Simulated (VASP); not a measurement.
Computed with PBE GGA, VASP's PBE PAW potentials (set 64) (plane waves; VASP).

The input files of a VASP run:

### POSCAR
```
Ta
3.30
 -0.5000000000   0.5000000000   0.5000000000
  0.5000000000  -0.5000000000   0.5000000000
  0.5000000000   0.5000000000  -0.5000000000
Ta
1
Cart
  0.0000000000   0.0000000000   0.0000000000
```

**KPOINTS**
```
Regular mesh
0
G
 14 14 14
```

INCAR:
```
SYSTEM = Ta
PREC = Accurate
ENCUT = 400
EDIFF = 1E-6
NELM = 100
ALGO = Normal
LREAL = .FALSE.
LASPH = .TRUE.
ISMEAR = 0
SIGMA = 0.2
GGA = PE
LMAXMIX = 6
LWAVE = .FALSE.
LCHARG = .FALSE.
ISIF = 2
```

POTCAR, in this order: Ta_pv (PBE.64 set). Program: vasp_std.

The run wrote:

### OSZICAR
```
       N       E                     dE             d eps       ncg     rms          rms(c)
DAV:   1     0.375101114337E+02    0.37510E+02   -0.58577E+03  1880   0.968E+02
DAV:   2    -0.116746519892E+02   -0.49185E+02   -0.48433E+02  2353   0.220E+02
DAV:   3    -0.122783064716E+02   -0.60365E+00   -0.57209E+00  2202   0.244E+01
DAV:   4    -0.122815723895E+02   -0.32659E-02   -0.32481E-02  2109   0.159E+00
DAV:   5    -0.122815922676E+02   -0.19878E-04   -0.19877E-04  2143   0.105E-01    0.136E+01
DAV:   6    -0.119328392229E+02    0.34875E+00   -0.39054E-01  1936   0.764E+00    0.667E+00
DAV:   7    -0.118264443083E+02    0.10639E+00   -0.32475E-01  1965   0.661E+00    0.389E-01
DAV:   8    -0.118251674300E+02    0.12769E-02   -0.35474E-03  2013   0.768E-01    0.800E-02
DAV:   9    -0.118251552243E+02    0.12206E-04   -0.88638E-05  2004   0.122E-01    0.330E-02
DAV:  10    -0.118251498585E+02    0.53658E-05   -0.48680E-06  2055   0.312E-02    0.551E-03
DAV:  11    -0.118251502992E+02   -0.44077E-06   -0.26851E-07   983   0.737E-03
   1 F= -.11825150E+02 E0= -.11814360E+02  d E =-.215806E-01
```

**OUTCAR**
```
------------------------ aborting loop because EDIFF is reached ----------------------------------------
  FORCE on cell =-STRESS in cart. coord.  units (eV):
  Direction    XX          YY          ZZ          XY          YZ          ZX
  --------------------------------------------------------------------------------------
  Total        0.4086854      0.4086854      0.4086854      0.0000000      0.0000000     -0.0000000
  in kB       36.4407955     36.4407955     36.4407955      0.0000000      0.0000000     -0.0000000
  external PRESSURE =      36.4407955 kB  Pullay stress =       0.0000000 kB
  volume of cell :       17.97
      direct lattice vectors                 reciprocal lattice vectors
    -1.650000000  1.650000000  1.650000000     0.000000000  0.303030303  0.303030303
     1.650000000 -1.650000000  1.650000000     0.303030303  0.000000000  0.303030303
     1.650000000  1.650000000 -1.650000000     0.303030303  0.303030303  0.000000000
 POSITION                                       TOTAL-FORCE (eV/Angst)
 -----------------------------------------------------------------------------------
      0.00000      0.00000      0.00000         0.000000      0.000000      0.000000
 -----------------------------------------------------------------------------------
    total drift:                                0.000000     -0.000000      0.000000
  FREE ENERGIE OF THE ION-ELECTRON SYSTEM (eV)
  ---------------------------------------------------
  free  energy   TOTEN  =       -11.8251502992 eV

  energy  without entropy=      -11.8035696777  energy(sigma->0) =      -11.81435999
```
(Selected blocks of OUTCAR.)

The compound is Ta in the bcc structure. The cell was not relaxed at this level. The run is one of a series of settings (ISMEAR = 0, SIGMA = 0.2 against the base run), some of them coarse on purpose.
